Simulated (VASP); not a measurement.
Given:

```xyz
2
Lattice="1.1424 -1.9786 0.0000 1.1424 1.9786 0.0000 0.0000 0.0000 3.5814" Properties=species:S:1:pos:R:3 pbc="T T T"
Be     1.1424     0.6595     0.8954
Be     1.1424    -0.6595     2.6861
```

The numbers are results of revPBE GGA, VASP's PBE PAW potentials (set 64) (plane waves; VASP), not measurements. Numerical set-up: 520 eV cut-off, Gaussian smearing of 0.050 eV, potentials Be.

Question: Give the energies of bands 1 to 4 at the high-symmetry points, in eV from the Fermi level.

Answer: 
```tsv
band	Γ	M	K	A	L	H
1	-11.24	-4.91	-2.41	-9.07	-3.52	-1.08
2	-4.28	-3.11	-1.00	-9.07	-3.52	-1.08
3	1.10	3.65	-1.00	10.70	1.49	0.40
4	15.78	6.45	6.66	10.70	1.49	0.40
```

It has no gap at this level: it comes out as a metal or semimetal.

The compound is Be in the hcp structure. It was relaxed first.
